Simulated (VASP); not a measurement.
The system is Ir.

```
Ir
1.0
     2.71811    0.00000    0.00000
    -1.35906    2.35396    0.00000
     0.00000    0.00000    4.43868
Ir
2
Direct
  0.33333 0.66667 0.25000
  0.66667 0.33333 0.75000
```

This isn't the form of Ir at room conditions, which is fcc.

* Program: VASP 6.6.1
* Task: relaxation of cell and atoms
* Functional: LDA
* Potentials or basis: VASP PAW LDA potentials, release 64 (Ir)
* Cutoff: 600 eV
* k mesh: 18 × 18 × 10
* Occupations: gaussian, width 0.1 eV
* Spin: no spin polarisation

At the start: pressure -5.8 GPa; volume 14.20 Å³/atom.

Question: Where does the relaxation end?

Answer: Over 6 steps the energy falls by 4.5 meV/atom and the volume is 13.99 Å³/atom (-1.5 %); space group P6_3/mmc (No. 194, to 0.05 Å).

The path:
```
step  energy change (eV)  largest force (eV/Å)  pressure (GPa)  volume (Å³)
   1              0.0000                0.0000           -5.75        28.40
   2              0.1257                0.0000           27.95        26.35
   3             -0.0084                0.0000            0.04        27.98
   4             -0.0084                0.0000            0.19        27.97
   5             -0.0088                0.0000           -0.09        27.99
   6             -0.0090                0.0000            0.00        27.98
```

Final structure:
```yaml
crystal:
  lattice:
    - [2.71131, 0.00000, 0.00000]
    - [-1.35566, 2.34806, 0.00000]
    - [0.00000, 0.00000, 4.39514]
  atoms:
    - { symbol: Ir, position: [0.33333, 0.66667, 0.25000] }
    - { symbol: Ir, position: [0.66667, 0.33333, 0.75000] }
```
